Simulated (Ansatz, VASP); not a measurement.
# As: VASP beside Ansatz, part 2 of 2

One calculation is typed for both programs; each brings its own data sets. How far apart do they land? The cell is taken from a series of runs on this material, whose earlier steps may have relaxed, scaled, displaced or heated it; both programs get it as it stands.

VASP 6.6.1 and Ansatz 0.2.0.

So far. Step 5 (VASP: single point, PBEsol, pair 2): The run ends at a pressure of 1.73 GPa, with forces up to 0.39 eV/Å. Step 6 (Ansatz: single point, PBEsol, pair 2): The run ends at a pressure of 1.35 GPa, with forces up to 0.41 eV/Å.

This is not the structure that As takes at ambient pressure and room temperature (space group No. 166); it is a model or a phase of other conditions.

**9. Ansatz: single point, PBEsol, pair 3**

Level of this step: Ansatz beside VASP: Kohn-Sham DFT, plane waves, PBEsol (Ansatz).

A single point gives forces, pressure and levels at one fixed geometry, so differences don't come from the geometry; what else differs is listed under the comparison.

The cell is taken from a series of runs on this material, whose earlier steps may have relaxed, scaled, displaced or heated it; both programs get it as it stands.

Input file input.yaml:

```yaml
crystal:
  lattice:
    - [2.6885784294, 2.6885784294, 0.0]
    - [2.6885784294, 0.0, 2.6885784294]
    - [2.6885784294, 0.0, -2.6885784294]
  atoms:
    - { symbol: As, position: [0.5, 0.223963936, 0.723963936] }
    - { symbol: As, position: [0.5, 0.776036064, 0.276036064] }
kpoints:
  mp_grid: { grid: [14, 14, 14] }
hamiltonian:
  xc: pbesol
scf:
  occupations: { method: methfessel_paxton, width: 0.15 }
output:
  forces: true
  stress: true
  eigenvalues: true
```

Run with:

```
$ ansatz run input.yaml --threads 4 --pin off --max-ram 7168MiB --backend cpu --events-out ev --progress --plain --runs-dir out
```

Numbers of over 12 decimals in the logs are rounded to 6 here.

What it wrote:

```text
[...]
Crystal: 2 atoms, lattice volume = 38.869 Å³
Basis set: ecut = 420 eV, 749 PW (Γ), exchange–correlation on 54×54×54 points (8 copies of the dense FFT grid, shifted against one another)
Bands: 19, of which v1, the nominal top of the filled ones, is band 15 counted from 1 (14 counted from 0)
Symmetry: 16 space group operations
[...]
k-points: 244 of 2744
[...]
--- Band table (eV; the first three rows and the last of 244) ---
  k-point 0: bands = [... 11 lower, 7.1438, 9.6098, 10.1839, 10.1839, 15.1409, 15.1409, 16.4196, 17.8539]
  k-point 1: bands = [... 11 lower, 6.7163, 9.6814, 10.1800, 10.3575, 14.9655, 15.0594, 16.1079, 17.9057]
  k-point 2: bands = [... 11 lower, 5.7591, 9.7300, 10.1779, 10.7383, 14.4624, 14.7996, 15.3945, 17.8925]
  k-point 243: bands = [... 11 lower, 2.1481, 5.7264, 7.4984, 7.4984, 14.2196, 18.4947, 18.4947, 21.1230]
[key lines of the parts left out:]
SCF converged after 5 iterations
Free energy (F): -9625.957648 eV
Fermi energy:    11.988454 eV
P = ⅓ Tr σ = 3.4558 GPa (34.558 kbar)
```

The run ends at a pressure of 3.46 GPa, with forces up to 0.23 eV/Å.

**10. VASP: single point, PBEsol, pair 3**

The same cell, functional, mesh and smearing now go to VASP, with its own data sets.

Input file INCAR:

```
SYSTEM = As
PREC = Accurate
ENCUT = 500
EDIFF = 1E-06
NELM = 120
ISMEAR = 1
SIGMA = 0.15
LREAL = .FALSE.
ALGO = Normal
GGA = PS
NBANDS = 11
LORBIT = 11
LWAVE = .FALSE.
LCHARG = .FALSE.
ISIF = 2
LASPH = .TRUE.
GGA_COMPAT = .FALSE.
KPAR = 2
```

Input file POSCAR:

```
As
1.0
    2.6885784294      2.6885784294      0.0000000000
    2.6885784294      0.0000000000      2.6885784294
    2.6885784294      0.0000000000     -2.6885784294
As
2
Direct
    0.5000000000      0.2239639360      0.7239639360
    0.5000000000      0.7760360640      0.2760360640
```

Input file KPOINTS:

```
Automatic mesh
0
Gamma
14 14 14
0 0 0
```

The projector-augmented-wave data sets are As (PBE family, release 64).

Run with:

```
$ mpirun -np 2 vasp_std
```

What it wrote:

```text
[... set-up lines as in an earlier step ...]
 entering main loop
       N       E                     dE             d eps       ncg     rms          rms(c)
DAV:   1     0.265407552826E+02    0.26541E+02   -0.42662E+03  5368   0.744E+02
DAV:   2    -0.875244086567E+01   -0.35293E+02   -0.33776E+02  7510   0.114E+02
DAV:   3    -0.101403467800E+02   -0.13879E+01   -0.13768E+01  6584   0.236E+01
DAV:   4    -0.101474151895E+02   -0.70684E-02   -0.70679E-02  6038   0.178E+00
[...]
DAV:   8    -0.101268285087E+02   -0.41683E-04   -0.12855E-04  6052   0.764E-02    0.122E-02
DAV:   9    -0.101268321428E+02   -0.36341E-05   -0.41724E-06  6294   0.158E-02    0.575E-03
DAV:  10    -0.101268318653E+02    0.27748E-06   -0.10831E-06  3772   0.624E-03
   1 F= -.10126832E+02 E0= -.10126971E+02  d E =0.418208E-03
```

OUTCAR, selected parts (step 10):

```text
  Total        1.6777524      0.5866542      0.5866542      0.0000000      0.0000000      0.0000000
  in kB       69.1576668     24.1821353     24.1821353      0.0000000      0.0000000      0.0000000
  external PRESSURE =      39.1739791 kB  Pullay stress =       0.0000000 kB

 POSITION                                       TOTAL-FORCE (eV/Angst)
 -----------------------------------------------------------------------------------
      3.89287      1.34429     -1.34429         0.284264     -0.000000      0.000000
      4.17287      1.34429      1.34429        -0.284264      0.000000      0.000000
 -----------------------------------------------------------------------------------
    total drift:                                0.000000      0.000000      0.000000

  FREE ENERGIE OF THE ION-ELECTRON SYSTEM (eV)
  ---------------------------------------------------
  free  energy   TOTEN  =       -10.1268318653 eV

  energy  without entropy=      -10.1272500733  energy(sigma->0) =      -10.12697127

[... 2 parts as in an earlier step ...]

[... 1 further part left out ...]
[key lines of the parts left out:]
E-fermi :   6.1426
```

The run ends at a pressure of 3.92 GPa, with forces up to 0.28 eV/Å.

**11. Differences**

What differs besides the data sets and the points named for the pairs above, as far as they apply: the data sets hold 30 valence electrons in Ansatz (on its default PAW (the set named soft_2) files) and 10 in VASP. Total energies have different zeros and are not compared.

Both answers:

```tsv
quantity	Ansatz	VASP	difference
pressure (GPa)	3.46	3.92	-0.46
```

Forces (eV/Å; atoms numbered as in POSCAR):

```tsv
atom	Ansatz x, y, z	VASP x, y, z
As1	0.227, 0.000, 0.000	0.284, 0.000, 0.000
As2	-0.227, 0.000, 0.000	-0.284, 0.000, 0.000
```

The forces differ by 33 meV/Å r.m.s., which is 20.1 % of the r.m.s. force of 0.164 eV/Å (both taken over all components).

**12. What came out**

| Property | Result |
| --- | --- |
| r.m.s. force difference (single point, PBEsol, pair 1) | 4.2 % of the r.m.s. force |
| r.m.s. force difference (single point, PBEsol, pair 2) | 7.1 % of the r.m.s. force |
| r.m.s. force difference (single point, PBEsol, pair 3) | 33 meV/Å |

The r.m.s. force difference is 33 meV/Å (single point, PBEsol, pair 3), beyond the 12 meV/Å picked in this series as the mark of a large difference. The data sets hold unlike numbers of valence electrons (30 in Ansatz and 10 in VASP), so part of the differences comes from the potentials. Single point, PBEsol, pair 2, VASP with the data sets As_d and a cutoff of 600 eV: r.m.s. force difference goes from 16 to 0.46 meV/Å; the difference in pressure goes from -0.38 to -0.098 GPa. What causes the difference of the single point, PBEsol, pair 3 pair stays open here. 5 further runs of this series are not shown here. How closely two codes agree says nothing of how well the functional describes the real material.

[Lines on the potential files, build, host, timing and source positions are cut from VASP's logs without a mark.]

[Logs are printed without paths, hosts, clocks, repeated set-up lines and the standing remarks that a program may print on its own settings, such as how far it seeks lower states.]

[Hosts, paths, dates, database ids (printed as entryN), source tags and the programs' standing remarks are cut or masked in the printed files.]
